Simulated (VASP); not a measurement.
# A VASP study of Bi2Pd (Urvantsevite) (PBEsol): structure first, properties next, part 4 of 4

What structure and properties does PBEsol give Bi2Pd (Urvantsevite), and how near are they to the measured ones? The start is a cell from a database of measured crystal structures.

VASP 6.6.1; PBEsol; plane waves and PAW (Bi_d, Pd).

So far. Step 6 (Total and projected DOS (PBEsol)): The finer mesh and the other smearing move the Fermi level by +0.03 eV from the 9×9×9 run, a small shift, which tests the Fermi level alone. Of the states within 0.3 eV of the Fermi level, the largest shares in the PAW spheres are Bi p 33 % and Pd d 23 %. The rest lies in smaller channels or between the spheres. The relaxed cell has a = 3.360, c = 12.817 Å (conventional setting).

## 8. Field gradients at the nuclei (PBEsol)

Field gradients probe how far the charge around each nucleus departs from cubic symmetry; LASPH keeps the non-spherical terms inside the spheres.

INCAR reads:

```
SYSTEM = Bi2Pd
PREC = Accurate
ENCUT = 400
EDIFF = 1E-07
NELM = 100
ISMEAR = 1
SIGMA = 0.2
LREAL = .FALSE.
ALGO = Normal
GGA = PS
NBANDS = 26
LASPH = .TRUE.
LORBIT = 11
LWAVE = .FALSE.
LCHARG = .FALSE.
KPAR = 2
LEFG = .TRUE.
```

POSCAR reads:

```
Bi2Pd
1.0
   -1.6797932146      1.6797932146      6.4086962640
    1.6797932146     -1.6797932146      6.4086962640
    1.6797932146      1.6797932146     -6.4086962640
Bi Pd
2 1
Direct
    0.3636036828      0.3636036828      0.0000000000
    0.6363963172      0.6363963172      0.0000000000
    0.0000000000      0.0000000000      0.0000000000
```

KPOINTS reads:

```
Automatic mesh
0
Gamma
9 9 9
0 0 0
```

The projector-augmented-wave data sets are Bi_d and Pd (PBE family, release 64).

The run is started by

```bash
$ mpirun -np 2 vasp_std
```

The log of the run:

```text
[... set-up lines as in an earlier step ...]
 entering main loop
       N       E                     dE             d eps       ncg     rms          rms(c)
[... 11 cycles as in an earlier step ...]
DAV:  12    -0.152624735191E+02    0.53123E-06   -0.44279E-06  4890   0.176E-02    0.258E-03
DAV:  13    -0.152624730434E+02    0.47570E-06   -0.24108E-07  3678   0.353E-03    0.535E-04
DAV:  14    -0.152624729540E+02    0.89439E-07   -0.19330E-08  2202   0.155E-03
ion   1
     0.0000000     0.0000000    -0.0000000    -0.0002158    -0.0000000    -0.0000000
     0.0000690     0.0000000    -0.0000000    -0.0002158    -0.0000000    -0.0000000
     0.0000950     0.0000000    -0.0000000    -0.0002158    -0.0000000    -0.0000000
     0.0001308     0.0000000    -0.0000000    -0.0002158    -0.0000000    -0.0000000
     0.0001801     0.0000000    -0.0000000    -0.0002158    -0.0000000    -0.0000000

     0.0000000     0.0000000     0.0000000   -18.1598006    -0.0000000     0.0000000
     0.0000690     0.0000000     0.0000000   -18.1288857    -0.0000000     0.0000000
     0.0000950     0.0000000     0.0000000   -18.1147167    -0.0000000     0.0000000
     0.0001308     0.0000000     0.0000000   -18.0934682    -0.0000000     0.0000000
     0.0001801     0.0000000     0.0000000   -18.0617429    -0.0000000     0.0000000

ion   2
     0.0000000     0.0000000    -0.0000000    -0.0002158    -0.0000000    -0.0000000
     0.0000690     0.0000000    -0.0000000    -0.0002158    -0.0000000    -0.0000000
     0.0000950     0.0000000    -0.0000000    -0.0002158    -0.0000000    -0.0000000
     0.0001308     0.0000000    -0.0000000    -0.0002158    -0.0000000    -0.0000000
     0.0001801     0.0000000    -0.0000000    -0.0002158    -0.0000000    -0.0000000

     0.0000000     0.0000000    -0.0000000   -18.1598006     0.0000000    -0.0000000
     0.0000690     0.0000000    -0.0000000   -18.1288857     0.0000000    -0.0000000
     0.0000950     0.0000000    -0.0000000   -18.1147167     0.0000000    -0.0000000
     0.0001308     0.0000000    -0.0000000   -18.0934682     0.0000000    -0.0000000
     0.0001801     0.0000000    -0.0000000   -18.0617429     0.0000000    -0.0000000

ion   3
     0.0000000     0.0000000     0.0000000    -0.0269249     0.0000000    -0.0000000
     0.0000551     0.0000000     0.0000000    -0.0269249     0.0000000    -0.0000000
     0.0000758     0.0000000     0.0000000    -0.0269249     0.0000000    -0.0000000
     0.0001045     0.0000000     0.0000000    -0.0269249     0.0000000    -0.0000000
     0.0001438     0.0000000     0.0000000    -0.0269249     0.0000000    -0.0000000

     0.0000000     0.0000000     0.0000000    11.1132701     0.0000000    -0.0000000
     0.0000551     0.0000000     0.0000000    11.1124932     0.0000000    -0.0000000
     0.0000758     0.0000000     0.0000000    11.1121472     0.0000000    -0.0000000
     0.0001045     0.0000000     0.0000000    11.1116388     0.0000000    -0.0000000
     0.0001438     0.0000000     0.0000000    11.1109033     0.0000000    -0.0000000

   1 F= -.15262473E+02 E0= -.15261148E+02  d E =-.397618E-02
```

Elapsed: 75 s, on 2 MPI ranks of AMD EPYC 9R45, shared host; peak memory 0.68 GiB; 2.3 min of CPU time.

Parts of OUTCAR (step 8):

```text
   NELECT =      40.0000    total number of electrons

 E-fermi :   9.2116

 k-point     1 :       0.0000    0.0000    0.0000
  band No.  band energies     occupation
    ...
     14       5.2102      2.00000
     15       5.9410      2.00000
     16       5.9410      2.00000
     17       6.3777      2.00000
     18       6.5533      2.00000
     19      11.0375     -0.00000
     20      11.5932     -0.00000
     21      11.5932     -0.00000
     22      12.3502     -0.00000
     23      12.3502     -0.00000
    ...

  Total       -0.0022277     -0.0022277     -0.0198817      0.0000000      0.0000000     -0.0000000
  in kB       -0.0493423     -0.0493423     -0.4403755      0.0000000      0.0000000     -0.0000000
  external PRESSURE =      -0.1796867 kB  Pullay stress =       0.0000000 kB

 POSITION                                       TOTAL-FORCE (eV/Angst)
 -----------------------------------------------------------------------------------
      0.00000      0.00000      4.66045        -0.000000     -0.000000     -0.006086
      0.00000      0.00000      8.15694         0.000000      0.000000      0.006086
      0.00000      0.00000      0.00000        -0.000000     -0.000000      0.000000
 -----------------------------------------------------------------------------------
    total drift:                                0.000000     -0.000000      0.000000

  FREE ENERGIE OF THE ION-ELECTRON SYSTEM (eV)
  ---------------------------------------------------
  free  energy   TOTEN  =       -15.2624729540 eV

  energy  without entropy=      -15.2584967765  energy(sigma->0) =      -15.26114756

 Electric field gradients after diagonalization (V/A^2)
 (convention: |V_zz| > |V_xx| > |V_yy|)
----------------------------------------------------------------------
 ion       V_xx      V_yy      V_zz     asymmetry (V_yy - V_xx)/ V_zz
----------------------------------------------------------------------
   1     -11.457   -11.455    22.911       0.000
   2     -11.457   -11.455    22.911       0.000
   3       6.910     6.907   -13.817       0.000
----------------------------------------------------------------------

[... 9 parts as in an earlier step ...]

[... 8 further parts left out ...]
```

This step gave:

| Item | Value |
| --- | --- |
| SCF cycles | 14 |
| irreducible k-points | 75 |
| free energy (TOTEN) | -15.26 eV |
| Fermi energy | 9.212 eV |
| pressure | -0.01797 GPa |

Electric field gradients, by row:

```csv
atom,Vxx (V/Å²),Vyy (V/Å²),Vzz (V/Å²),asymmetry
Bi1,-11.46,-11.46,22.91,0
Bi2,-11.46,-11.46,22.91,0
Pd3,6.91,6.907,-13.82,0
```

The largest gradient, 22.91 V/Å², sits on Bi1 and like sites; times the quadrupole moment of a nucleus that has one, it gives the coupling that NMR and NQR see.

## 9. Ionic relaxation at fixed cell (PBEsol), changed input

This run is made with a changed input; what comes of it follows.

Edit INCAR of step 8 so:

```diff
@@ -3,4 +3,4 @@
 ENCUT = 400
-EDIFF = 1E-07
-NELM = 100
+EDIFF = 1E-06
+NELM = 94
 ISMEAR = 1
@@ -16,2 +16,8 @@
 KPAR = 2
-LEFG = .TRUE.
+IBRION = 2
+NSW = 30
+ISIF = 2
+EDIFFG = -0.01
+IMIX = 1
+AMIX = 1.5
+BMIX = 1E-04
```

POSCAR is that of step 8.

KPOINTS is that of step 8.

The run is started by

```bash
$ mpirun -np 2 vasp_std
```

The log of the run:

```text
[... set-up lines as in an earlier step ...]
 entering main loop
       N       E                     dE             d eps       ncg     rms          rms(c)
[... 5 cycles as in an earlier step ...]
DAV:   6    -0.164908870672E+02   -0.10021E+01   -0.84724E+00  4298   0.208E+01    0.489E+00
DAV:   7    -0.300322531137E+02   -0.13541E+02   -0.80679E+01  4006   0.522E+01    0.108E+01
DAV:   8    -0.454856926161E+03   -0.42482E+03   -0.37758E+03  6710   0.280E+02    0.578E+01
DAV:   9    -0.694234570469E+04   -0.64875E+04   -0.74751E+04  7136   0.171E+03    0.882E+02
[...]
DAV:  34    -0.335483200373E+05   -0.21466E+04   -0.28707E+05  6376   0.381E+03    0.228E+03
DAV:  35    -0.313484123005E+05    0.21999E+04   -0.24224E+05  7290   0.284E+03    0.233E+03
DAV:  36    -0.335387113210E+05   -0.21903E+04   -0.28714E+05  6432   0.386E+03    0.235E+03
 hard stop encountered!  aborting job ...
 -----------------------------------------------------------------------------
|                                                                             |
|           W    W    AA    RRRRR   N    N  II  N    N   GGGG   !!!           |
|           W    W   A  A   R    R  NN   N  II  NN   N  G    G  !!!           |
|           W    W  A    A  R    R  N N  N  II  N N  N  G       !!!           |
|           W WW W  AAAAAA  RRRRR   N  N N  II  N  N N  G  GGG   !            |
|           WW  WW  A    A  R   R   N   NN  II  N   NN  G    G                |
|           W    W  A    A  R    R  N    N  II  N    N   GGGG   !!!           |
|                                                                             |
|     The electronic self-consistency was not achieved in the given           |
|     number of steps (NELM). The forces and other quantities evaluated       |
|     might not be reliable so examine the results carefully. If you find     |
|     spurious results, we suggest increasing NELM, if you were close to      |
|     convergence or switching to a different ALGO or adjusting the           |
|     density mixing parameters otherwise.                                    |
|                                                                             |
 -----------------------------------------------------------------------------

 soft stop encountered!  aborting job ...
   1 F= -.33538711E+05 E0= -.33538711E+05  d E =-.140563E-04
 deleting file STOPCAR
```

Run time: 4.1 min. Hardware: 2 MPI ranks; peak memory 0.64 GiB.

The run was stopped at its time limit, by a STOPCAR file.

The fault in the input: mixing far too strong (IMIX = 1, AMIX = 1.5 and BMIX = 0.0001). Lower AMIX to 0.4 or under and return to the default mixer.

## 10. Summary of results

| Property | Result |
| --- | --- |
| relaxed volume | 24.11 Å³/atom |
| relaxed conventional cell a, b, c | 3.360, 3.360, 12.817 Å |
| space group after relaxing, within 0.02 Å | I4/mmm (No. 139) |
| band gap | none, a metal |
| DOS at the Fermi level | 1.33 states/eV/cell |
| highest zone-centre mode | 106 cm⁻¹ |
| largest field gradient Vzz | 22.91 V/Å² on Bi1 |

In words: With PBEsol, Bi2Pd (Urvantsevite) relaxes to 24.11 Å³/atom in space group I4/mmm (held by the symmetry of the run) and comes out as a metal. Against the listed cell the volume lies -1.4 % (a -0.1 %, c -1.3 %). Bands along the symmetry lines (PBEsol): Of the bands kept, 4 cross the Fermi level on this path. Vibrations at Γ (PBEsol): The highest mode in this list at Γ, 105.7 cm⁻¹, is mostly motion of Pd (80 % of the kinetic energy). Spin-orbit coupling is left out, and with elements this heavy it would split and shift bands near the Fermi level. Modes at Γ alone can't show that the crystal is stable at other wave vectors. No search among competing phases was made, and a listed structure need not be the one stable at ambient conditions. All values are for a static lattice at zero temperature.

Computed beside measured:

```
              quantity  measured           PBEsol
lattice constant a (Å)     3.369   3.360 (-0.3 %)
lattice constant c (Å)     12.98  12.817 (-1.3 %)
```

Measured values from arxiv:2204.02327 (2022).

**Verdict.** The lattice constant a is off by -0.3 %: good agreement. The lattice constant c is off by -1.3 %: fair agreement. The grades are ours: good and fair within 0.7 and 1.5 % for the lattice constant a and 0.8 and 2 % for the lattice constant c. For lattice constants the calculation has a static lattice, without zero-point motion or thermal expansion.

[Lines on the potential files, build, host, timing and source positions are cut from VASP's logs without a mark.]

[Logs are printed without paths, hosts, clocks, repeated set-up lines and the standing remarks that a program may print on its own settings, such as how far it seeks lower states.]

[Hosts, paths, dates, database ids (printed as entryN), source tags and the programs' standing remarks are cut or masked in the printed files.]

[A measured line is paired with the nearest computed mode of its activity, which favours agreement.]
